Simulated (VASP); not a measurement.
Bi2Te3 (relaxed from the layer:Bi2Te3 structure): computed properties

Level of theory: PBEsol GGA, VASP's PBE PAW potentials (set 64) (plane waves; VASP).

```yaml
space_group: P-3m1 (164)
cell: a = 4.3470 Å, b = 4.3470 Å, c = 23.8678 Å, α = 90.00°, β = 90.00°, γ = 120.00°
band gap (over mesh and band path): 0.95 eV
smallest direct gap (over mesh and band path): 1.24 eV
band_edge_character_without_spin_orbit_coupling: indirect, K-Γ at 0.69 to Γ
band_gap_with_spin_orbit_coupling: 0.30 eV
optical Γ-point spectrum: 38 (×2), 56, 76 (×2), 102 (×2), 107 (×2), 117, 146, 148 cm⁻¹
```

```yaml
crystal:
  lattice:
    - [4.34696, 0.00000, 0.00000]
    - [-2.17348, 3.76458, 0.00000]
    - [0.00000, 0.00000, 23.86776]
  atoms:
    - { symbol: Bi, position: [0.33333, 0.66667, 0.41505] }
    - { symbol: Bi, position: [0.00000, 0.00000, 0.58495] }
    - { symbol: Te, position: [0.00000, 0.00000, 0.34286] }
    - { symbol: Te, position: [0.66667, 0.33333, 0.50000] }
    - { symbol: Te, position: [0.33333, 0.66667, 0.65714] }
```

The cell holds vacuum, so volume and density refer to the whole cell.  The cell holds a wide vacuum, so values per volume refer to the whole cell. Unless said otherwise, spin-orbit coupling is left out, though it shifts the bands of the heavy elements here.

The cell is a sheet with vacuum, built from a generated structure.
